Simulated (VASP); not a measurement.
# GeB2C2 (Pmm2) in VASP: a series of runs

The runs below take GeB2C2 through equation of state, with PBE.

Everything below comes from runs of VASP 6.6.1. Logs are shortened: lines on timing, memory, paths and dates and some standing lists are left out, and cuts for length are marked.

### Step 1. Starting point

It takes space group Pmm2 (No. 25, orthorhombic). Conventional cell: a = 2.766 Å, b = 4.196 Å, c = 4.692 Å, α = 90.00°, β = 90.00°, γ = 90.00°. Ge (site symmetry mm2) is surrounded by 6 C at 2.51 to 2.69 Å and 6 B at 2.59 to 2.73 Å and 2 Ge at 2.77 Å. B (site symmetry mm2) has 3 C at 1.57 to 1.59 Å as nearest neighbours. B (site symmetry mm2) has 3 C at 1.57 to 1.59 Å as nearest neighbours. Around C (site symmetry mm2) lie 3 B at 1.57 Å. Around C (site symmetry mm2) lie 3 B at 1.59 Å.

The cell was built by a generator and needn't be a form met in nature.

### Step 2. Equation of state, PBE, 10.89 Å³/atom

File INCAR:

```
ALGO     = Normal         # electronic algorithm
EDIFF    = 1E-6           # SCF threshold, eV
EDIFFG   = -0.02          # ionic threshold
ENCUT    = 520            # plane-wave cutoff, eV
GGA      = PE             # functional
IBRION   = 2              # ionic algorithm
ISIF     = 4              # what is computed and relaxed
ISMEAR   = 0              # smearing method
KPAR     = 2            
LASPH    = T              # aspherical terms in the spheres
LCHARG   = F              # write CHGCAR
LREAL    = F              # projectors in reciprocal space
LWAVE    = F              # write WAVECAR
NELM     = 100            # most SCF steps
NSW      = 30             # ionic steps
PREC     = Accurate       # precision mode
SIGMA    = 0.1            # smearing width, eV
```

File KPOINTS:

```
k-points
0
Gamma
  10 8 6
```

File POSCAR:

```
GeB2C2
1.0
    2.7657600000      0.0000000000      0.0000000000
    0.0000000000      4.1963900000      0.0000000000
    0.0000000000      0.0000000000      4.6921200000
Ge B C
1 2 2
Direct
    0.0000000000      0.0000000000      0.9709040000
    0.5000000000      0.5000000000      0.8356970000
    0.0000000000      0.5000000000      0.3418920000
    0.0000000000      0.5000000000      0.6757050000
    0.5000000000      0.5000000000      0.1755900000
```

Potentials or basis: VASP PAW PBE potentials, release 64 (Ge_d, B, C).

Started as:

```console
> cat potpaw_PBE.64/Ge_d/POTCAR potpaw_PBE.64/B/POTCAR potpaw_PBE.64/C/POTCAR > POTCAR
> mpirun -np 2 vasp_std > vasp.out
```

OUTCAR:

```text
EDIFF = 1E-6
   EDIFFG = -0.02
   ENCUT = 520
   GGA = PE
   IBRION = 2
   ISIF = 4
   ISMEAR = 0
   LASPH = T
   LREAL = F
   NELM = 100
   NSW = 30
   PREC = Accurate

 ion  position               nearest neighbor table
   1  0.000  0.000  0.971-
   2  0.500  0.500  0.836-   4 1.57   4 1.57   5 1.59
   3  0.000  0.500  0.342-   4 1.57   5 1.59   5 1.59
   4  0.000  0.500  0.676-   3 1.57   2 1.57   2 1.57
   5  0.500  0.500  0.176-   3 1.59   3 1.59   2 1.59

  LATTYP: Found a simple orthorhombic cell.
 ALAT       =     2.7657600000
 B/A-ratio  =     1.5172646940
 C/A-ratio  =     1.6965029504

  Lattice vectors:

 A1 = (   2.7657600000,   0.0000000000,   0.0000000000)
 A2 = (   0.0000000000,   4.1963900000,   0.0000000000)
 A3 = (   0.0000000000,   0.0000000000,   4.6921200000)

Analysis of symmetry for initial positions (statically):
=====================================================================
 Subroutine PRICEL returns:
 Original cell was already a primitive cell.

 Routine SETGRP: Setting up the symmetry group for a
 simple orthorhombic supercell.

 Subroutine GETGRP returns: Found  4 space group operations
 (whereof  4 operations were pure point group operations)
 out of a pool of  8 trial point group operations.

The static configuration has the point symmetry C_2v.

Analysis of symmetry for dynamics (positions and initial velocities):
=====================================================================
 Subroutine PRICEL returns:
 Original cell was already a primitive cell.

 Routine SETGRP: Setting up the symmetry group for a
 simple orthorhombic supercell.

 Subroutine GETGRP returns: Found  4 space group operations
 (whereof  4 operations were pure point group operations)
 out of a pool of  8 trial point group operations.

The dynamic configuration has the point symmetry C_2v.

 Subroutine INISYM returns: Found  4 space group operations
 (whereof  4 operations are pure point group operations),
 and found     1 'primitive' translations

----------------------------------------------------------------------------------------

                                     Primitive cell

  volume of cell :      54.4577

  direct lattice vectors                    reciprocal lattice vectors
     2.765760000  0.000000000  0.000000000     0.361564272  0.000000000  0.000000000
     0.000000000  4.196390000  0.000000000     0.000000000  0.238300063  0.000000000
     0.000000000  0.000000000  4.692120000     0.000000000  0.000000000  0.213123279

  length of vectors
     2.765760000  4.196390000  4.692120000     0.361564272  0.238300063  0.213123279

  position of ions in fractional coordinates (direct lattice)
     0.000000000  0.000000000  0.970904000
     0.500000000  0.500000000  0.835697000
     0.000000000  0.500000000  0.341892000
     0.000000000  0.500000000  0.675705000
     0.500000000  0.500000000  0.175590000

  ion indices of the primitive-cell ions
   primitive index   ion index
                 1           1
                 2           2
                 3           3
                 4           4
                 5           5

----------------------------------------------------------------------------------------

 KPOINTS: k-points

Automatic generation of k-mesh.
 Grid dimensions read from file:
 generate k-points for:   10    8    6

 Generating k-lattice:

  Cartesian coordinates                     Fractional coordinates (reciprocal lattice)
     0.036156427  0.000000000  0.000000000     0.100000000  0.000000000  0.000000000
     0.000000000  0.029787508  0.000000000     0.000000000  0.125000000  0.000000000
     0.000000000  0.000000000  0.035520547     0.000000000  0.000000000  0.166666667

  Length of vectors
     0.036156427  0.029787508  0.035520547

  Shift w.r.t. Gamma in fractional coordinates (k-lattice)
     0.000000000  0.000000000  0.000000000

 Subroutine IBZKPT returns following result:
 ===========================================

 Found    120 irreducible k-points:

 Following reciprocal coordinates:
            Coordinates               Weight
  0.000000  0.000000  0.000000      1.000000
  0.100000  0.000000  0.000000      2.000000
  0.200000  0.000000  0.000000      2.000000
  0.300000  0.000000  0.000000      2.000000
  0.400000  0.000000  0.000000      2.000000
  0.500000  0.000000  0.000000      1.000000
[... 16 lines left out ...]
  0.400000  0.375000  0.000000      4.000000
  0.500000  0.375000  0.000000      2.000000
 [... further k-points ...]
   k-points           NKPTS =    120   k-points in BZ     NKDIM =    120   number of bands    NBANDS=     18
   number of dos      NEDOS =    301   number of ions     NIONS =      5
   total plane-waves  NPLWV =  27648
   dimension x,y,z NGX =    24 NGY =   32 NGZ =   36
   dimension x,y,z NGXF=    48 NGYF=   64 NGZF=   72
   ions per type =               1   2   2
   NGX,Y,Z   is equivalent  to a cutoff of  14.43, 12.68, 12.76 a.u.
   NGXF,Y,Z  is equivalent  to a cutoff of  28.85, 25.35, 25.51 a.u.
 SYSTEM =  unknown system
   PREC   = accura    normal or accurate (medium, high low for compatibility)
   ISTART =      0    job   : 0-new  1-cont  2-samecut
   ICHARG =      2    charge: 1-file 2-atom 10-const
   ISPIN  =      1    spin polarized calculation?
   LNONCOLLINEAR =      F non collinear calculations
   LSORBIT =      F    spin-orbit coupling
   LASPH  =      T    aspherical Exc in radial PAW
   ENCUT  =  520.0 eV  38.22 Ry    6.18 a.u.   5.14  7.80  8.72*2*pi/ulx,y,z
   NELM   =    100;   NELMIN=  2; NELMDL= -5     # of ELM steps
   EDIFF  = 0.1E-05   stopping-criterion for ELM
   LREAL  =      F    real-space projection
   EDIFFG = -.2E-01   stopping-criterion for IOM
   NSW    =     30    number of steps for IOM
   IBRION =      2    ionic relax: 0-MD 1-quasi-New 2-CG
   NFREE  =      1    steps in history (QN), initial steepest desc. (CG)
   ISIF   =      4    stress and relaxation
   ISYM   =      2    0-nonsym 1-usesym 2-fastsym
   POTIM  = 0.5000    time-step for ionic-motion
   TEBEG  =    0.0;   TEEND  =   0.0 temperature during run
   PSTRESS=    0.0 pullay stress
   NELECT =      28.0000    total number of electrons
   NUPDOWN=      -1.0000    fix difference up-down
   EMIN   =  10.00;   EMAX   =-10.00  energy-range for DOS
   EFERMI =   0.00;   METHOD = LEGACY
   ISMEAR =     0;   SIGMA  =   0.10  broadening in eV -4-tet -1-fermi 0-gaus
   EFERMI_NEDOS =   21; number of points for ismear=-14 and -15
   IALGO  =     38    algorithm
   IMIX   =      4    mixing-type and parameters
     AMIX     =   0.40;   BMIX     =  1.00
     AMIX_MAG =   1.60;   BMIX_MAG =  1.00
  volume/ion in A,a.u.               =      10.89        73.50
  Fermi-wavevector in a.u.,A,eV,Ry     =   1.311518  2.478410 23.403113  1.720080
  Thomas-Fermi vector in A             =   2.441974
   LORBIT       =      0    0 simple, 1 ext, 2 COOP (PROOUT), +10 PAW based schemes
   GGA     = PE    functional components
   LHFCALC =     F    Hartree Fock is set to
   AEXX    =    0.0000 exact exchange contribution
   IVDW    =     0    specifies the selected vdW correction
   LEPSILON=     F    determine dielectric tensor
   LRPA    =     F    only Hartree local field effects (RPA)
 conjugate gradient relaxation of ions
 non-spin polarized calculation
 Gauss-broadening in eV      SIGMA  =   0.10
  energy-cutoff  :      520.00
  volume of cell :       54.46
 maximum number of plane-waves:      1488
 NGX is ok and might be reduce to    24
   NGX = 11   NGY = 15   NGZ = 17

 number of electron      28.0000018 magnetization

 Free energy of the ion-electron system (eV)
  ---------------------------------------------------
  ext. energy  EPLUGINS =         0.00000000
  ---------------------------------------------------
  free energy    TOTEN  =       -34.60386732 eV

  energy without entropy =      -34.59990747  energy(sigma->0) =      -34.60188739

 E-fermi :   4.7434     XC(G=0): -10.6319

 val. band max:        4.7342105764   @ k =   0.5000   0.5000   0.0000
 cond. band min:       4.7873126237   @ k =   0.5000   0.2500   0.0000
 fundamental gap:      0.0531020473
 Fermi energy:         4.7434311054

 k-point     1 :       0.0000    0.0000    0.0000
  band No.  band energies     occupation
      1     -20.2218      2.00000
      2     -20.1543      2.00000
      3     -20.1486      2.00000
      4     -20.1014      2.00000
      5     -20.0872      2.00000
      6     -10.4350      2.00000
[... 10 lines left out ...]
     17      10.5931      0.00000
     18      11.6094      0.00000

 k-point     2 :       0.1000    0.0000    0.0000
  band No.  band energies     occupation
      1     -20.2054      2.00000
      2     -20.1530      2.00000
      3     -20.1478      2.00000
      4     -20.1082      2.00000
      5     -20.0933      2.00000
      6     -10.2823      2.00000
[... 10 lines left out ...]
     17      10.7478      0.00000
     18      10.9142      0.00000

 k-point     3 :       0.2000    0.0000    0.0000
  band No.  band energies     occupation
      1     -20.1660      2.00000
      2     -20.1457      2.00000
      3     -20.1456      2.00000
      4     -20.1258      2.00000
      5     -20.1092      2.00000
      6      -9.8273      2.00000
[... 10 lines left out ...]
     17       8.8645      0.00000
     18      10.9669      0.00000

 k-point     4 :       0.3000    0.0000    0.0000
  band No.  band energies     occupation
      1     -20.1512      2.00000
      2     -20.1475      2.00000
      3     -20.1430      2.00000
      4     -20.1287      2.00000
      5     -20.1026      2.00000
      6      -9.0827      2.00000
[... 375 lines left out ...]
      4     -20.1285      2.00000
      5     -20.1018      2.00000
      6      -8.6222      2.00000
[... 10 lines left out ...]
     17       9.5887      0.00000
     18      11.1145      0.00000

 k-point    23 :       0.4000    0.3750    0.0000
  band No.  band energies     occupation
      1     -20.1681      2.00000
      2     -20.1442      2.00000
      3     -20.1435      2.00000
      4     -20.1429      2.00000
      5     -20.0579      2.00000
      6      -7.6725      2.00000
[... 10 lines left out ...]
     17       9.2630      0.00000
     18      10.2615      0.00000

 k-point    24 :       0.5000    0.3750    0.0000
  band No.  band energies     occupation
      1     -20.1749      2.00000
      2     -20.1502      2.00000
      3     -20.1427      2.00000
      4     -20.1420      2.00000
      5     -20.0411      2.00000
      6      -6.6729      2.00000
[... 10 lines left out ...]
     17       9.0720      0.00000
     18      10.1913      0.00000

 [... further k-points ...]

------------------------ aborting loop because EDIFF is reached ----------------------------------------

  FORCE on cell =-STRESS in cart. coord.  units (eV):
  Direction    XX          YY          ZZ          XY          YZ          ZX
  --------------------------------------------------------------------------------------
  -------------------------------------------------------------------------------------
  Total       -0.0170702     -0.0189800     -0.0337716      0.0000000      0.0000000      0.0000000
  in kB       -0.5022137     -0.5584013     -0.9935791      0.0000000      0.0000000      0.0000000
  external PRESSURE =      -0.6847313 kB  Pullay stress =       0.0000000 kB

 VOLUME and BASIS-vectors are now :
 -----------------------------------------------------------------------------
  energy-cutoff  :      520.00
  volume of cell :       54.46
      direct lattice vectors                 reciprocal lattice vectors
     2.765760000  0.000000000  0.000000000     0.361564272  0.000000000  0.000000000
     0.000000000  4.196390000  0.000000000     0.000000000  0.238300063  0.000000000
     0.000000000  0.000000000  4.692120000     0.000000000  0.000000000  0.213123279

 POSITION                                       TOTAL-FORCE (eV/Angst)
 -----------------------------------------------------------------------------------
      0.00000      0.00000      4.55560         0.000000      0.000000     -0.002548
      1.38288      2.09820      3.92119         0.000000      0.000000     -0.000718
      0.00000      2.09820      1.60420         0.000000      0.000000      0.004315
      0.00000      2.09820      3.17049         0.000000      0.000000     -0.001009
      1.38288      2.09820      0.82389         0.000000      0.000000     -0.000040
 -----------------------------------------------------------------------------------
    total drift:                                0.000000      0.000000      0.000673

  FREE ENERGIE OF THE ION-ELECTRON SYSTEM (eV)
  ---------------------------------------------------
  free  energy   TOTEN  =       -34.6038673155 eV

  energy  without entropy=      -34.5999074659  energy(sigma->0) =      -34.60188739

 reached required accuracy - stopping structural energy minimisation
```

Run time: 40 s. Hardware: 2 MPI ranks of Intel Xeon Platinum 8488C (Sapphire Rapids), shared host; peak memory 0.25 GiB.

What came out:

```yaml
Free_energy: -34.6039 eV
Pressure: -0.1 GPa
Largest_force: 0.004 eV/Å
Band_gap_on_the_k_mesh: none (metal or under the smearing width)
```

### Step 3. Equation of state, PBE, 10.56 Å³/atom (volume scaled by 0.97)

INCAR is that of step 2.

KPOINTS is that of step 2.

Changes to POSCAR since step 2:

```diff
@@ -2,5 +2,5 @@
 1.0
-    2.7657600000      0.0000000000      0.0000000000
-    0.0000000000      4.1963900000      0.0000000000
-    0.0000000000      0.0000000000      4.6921200000
+    2.7378211201      0.0000000000      0.0000000000
+    0.0000000000      4.1539993240      0.0000000000
+    0.0000000000      0.0000000000      4.6447216079
 Ge B C
```

Potentials or basis: VASP PAW PBE potentials, release 64 (Ge_d, B, C).

Started as:

```console
> cat potpaw_PBE.64/Ge_d/POTCAR potpaw_PBE.64/B/POTCAR potpaw_PBE.64/C/POTCAR > POTCAR
> mpirun -np 2 vasp_std > vasp.out
```

It took 2.2 min on 2 MPI ranks of Intel Xeon Platinum 8488C (Sapphire Rapids), shared host; peak memory 0.24 GiB.

It converged, with:

* Free energy: -34.5916 eV
* Pressure: 2.3 GPa
* Largest force: 0.014 eV/Å
* Band gap on the k mesh: none (metal or under the smearing width)

### Step 4. Equation of state, PBE, 11.22 Å³/atom (volume scaled by 1.03)

INCAR is that of step 3.

KPOINTS is that of step 3.

Changes to POSCAR since step 3:

```diff
@@ -2,5 +2,5 @@
 1.0
-    2.7378211201      0.0000000000      0.0000000000
-    0.0000000000      4.1539993240      0.0000000000
-    0.0000000000      0.0000000000      4.6447216079
+    2.7931455434      0.0000000000      0.0000000000
+    0.0000000000      4.2379411181      0.0000000000
+    0.0000000000      0.0000000000      4.7385796552
 Ge B C
```

Started as:

```console
> cat potpaw_PBE.64/Ge_d/POTCAR potpaw_PBE.64/B/POTCAR potpaw_PBE.64/C/POTCAR > POTCAR
> mpirun -np 2 vasp_std > vasp.out
```

Wall time 2.1 min (2 MPI ranks of Intel Xeon Platinum 8488C (Sapphire Rapids), shared host); peak memory 0.25 GiB.

Results (log left out):

```yaml
Free_energy: -34.5917 eV
Pressure: -2.5 GPa
Largest_force: 0.018 eV/Å
Band_gap_on_the_k_mesh: none (metal or under the smearing width)
```

### Step 5. Equation of state, PBE, 10.24 Å³/atom (volume scaled by 0.94)

INCAR is that of step 4.

KPOINTS is that of step 4.

Changes to POSCAR since step 4:

```diff
@@ -2,5 +2,5 @@
 1.0
-    2.7931455434      0.0000000000      0.0000000000
-    0.0000000000      4.2379411181      0.0000000000
-    0.0000000000      0.0000000000      4.7385796552
+    2.7093000760      0.0000000000      0.0000000000
+    0.0000000000      4.1107253508      0.0000000000
+    0.0000000000      0.0000000000      4.5963355724
 Ge B C
```

Started as:

```console
> cat potpaw_PBE.64/Ge_d/POTCAR potpaw_PBE.64/B/POTCAR potpaw_PBE.64/C/POTCAR > POTCAR
> mpirun -np 2 vasp_std > vasp.out
```

Wall time 3.4 min (2 MPI ranks of Intel Xeon Platinum 8488C (Sapphire Rapids), shared host); peak memory 0.24 GiB.

The run converged. Its results:

- Free energy: -34.5508 eV
- Pressure: 5.8 GPa
- Largest force: 0.017 eV/Å
- Band gap on the k mesh: none (metal or under the smearing width)

### Step 6. Equation of state, PBE, 11.55 Å³/atom (volume scaled by 1.06)

INCAR is that of step 5.

KPOINTS is that of step 5.

Changes to POSCAR since step 5:

```diff
@@ -2,5 +2,5 @@
 1.0
-    2.7093000760      0.0000000000      0.0000000000
-    0.0000000000      4.1107253508      0.0000000000
-    0.0000000000      0.0000000000      4.5963355724
+    2.8200043597      0.0000000000      0.0000000000
+    0.0000000000      4.2786930519      0.0000000000
+    0.0000000000      0.0000000000      4.7841457163
 Ge B C
```

Potentials or basis: VASP PAW PBE potentials, release 64 (Ge_d, B, C).

Started as:

```console
> cat potpaw_PBE.64/Ge_d/POTCAR potpaw_PBE.64/B/POTCAR potpaw_PBE.64/C/POTCAR > POTCAR
> mpirun -np 2 vasp_std > vasp.out
```

Wall time 3.3 min (2 MPI ranks of Intel Xeon Platinum 8488C (Sapphire Rapids), shared host); peak memory 0.26 GiB.

Results (log left out):

* Free energy: -34.5575 eV
* Pressure: -4.6 GPa
* Largest force: 0.013 eV/Å
* Band gap on the k mesh: none (metal or under the smearing width)

### Step 7. Equation of state, PBE, 9.91 Å³/atom (volume scaled by 0.91)

INCAR is that of step 6.

KPOINTS is that of step 6.

Changes to POSCAR since step 6:

```diff
@@ -2,5 +2,5 @@
 1.0
-    2.8200043597      0.0000000000      0.0000000000
-    0.0000000000      4.2786930519      0.0000000000
-    0.0000000000      0.0000000000      4.7841457163
+    2.6801655592      0.0000000000      0.0000000000
+    0.0000000000      4.0665205769      0.0000000000
+    0.0000000000      0.0000000000      4.5469087786
 Ge B C
```

Started as:

```console
> cat potpaw_PBE.64/Ge_d/POTCAR potpaw_PBE.64/B/POTCAR potpaw_PBE.64/C/POTCAR > POTCAR
> mpirun -np 2 vasp_std > vasp.out
```

It took 3.3 min on 2 MPI ranks of Intel Xeon Platinum 8488C (Sapphire Rapids), shared host; peak memory 0.23 GiB.

It converged, with:

```
Free energy            : -34.4696 eV
Pressure               : 10.2 GPa
Largest force          : 0.017 eV/Å
Band gap on the k mesh : none (metal or under the smearing width)
```

### Step 8. Equation of state, PBE, 11.87 Å³/atom (volume scaled by 1.09)

INCAR is that of step 7.

KPOINTS is that of step 7.

Changes to POSCAR since step 7:

```diff
@@ -2,5 +2,5 @@
 1.0
-    2.6801655592      0.0000000000      0.0000000000
-    0.0000000000      4.0665205769      0.0000000000
-    0.0000000000      0.0000000000      4.5469087786
+    2.8463610683      0.0000000000      0.0000000000
+    0.0000000000      4.3186831553      0.0000000000
+    0.0000000000      0.0000000000      4.8288599502
 Ge B C
```

Started as:

```console
> cat potpaw_PBE.64/Ge_d/POTCAR potpaw_PBE.64/B/POTCAR potpaw_PBE.64/C/POTCAR > POTCAR
> mpirun -np 2 vasp_std > vasp.out
```

Wall time 4.4 min (2 MPI ranks of Intel Xeon Platinum 8488C (Sapphire Rapids), shared host); peak memory 0.26 GiB.

The run converged. Its results:

- Free energy: -34.5036 eV
- Pressure: -6.4 GPa
- Largest force: 0.018 eV/Å
- Band gap on the k mesh: none (metal or under the smearing width)
